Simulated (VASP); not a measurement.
GW runs with VASP on CsCl (CsCl type), on PBE orbitals with a Kohn-Sham gap of 5.28 eV on the mesh.

```
CELL_PARAMETERS angstrom
      4.12000     0.00000     0.00000
      0.00000     4.12000     0.00000
      0.00000     0.00000     4.12000
ATOMIC_POSITIONS crystal
  Cs 0.00000 0.00000 0.00000
  Cl 0.50000 0.50000 0.50000
```

Numerical set-up: PREC = Normal, 500 eV cut-off, 4×4×4 Γ-centred mesh, Gaussian smearing of 0.010 eV, potentials Cs_sv_GW Cl_GW.

The mesh is coarse and the basis finite, so the quasiparticle values are not converged. Unless said otherwise, spin-orbit coupling is left out, though it shifts the bands of the heavy elements here.

```
run                   level  NBANDS  ENCUTGW (eV)  QP gap (eV)  smallest direct QP gap (eV)
-----  --------------------  ------  ------------  -----------  ---------------------------
run 1   G0W0@PBE, 1 step(s)      64           150         7.48                         7.48
run 2   G0W0@PBE, 1 step(s)     160           200         7.64                         7.64
run 3  evGW0@PBE, 4 step(s)     160           200          [?]                          [?]
```

**Question.** Fill in the missing entries.

**Answer.** 
- run 3, QP gap (eV): 8.09
- run 3, smallest direct QP gap (eV): 8.09

Left out are failed runs and those that VASP or the mesh makes unfit.

The compound is CsCl in the CsCl type structure. The cell was not relaxed at this level.
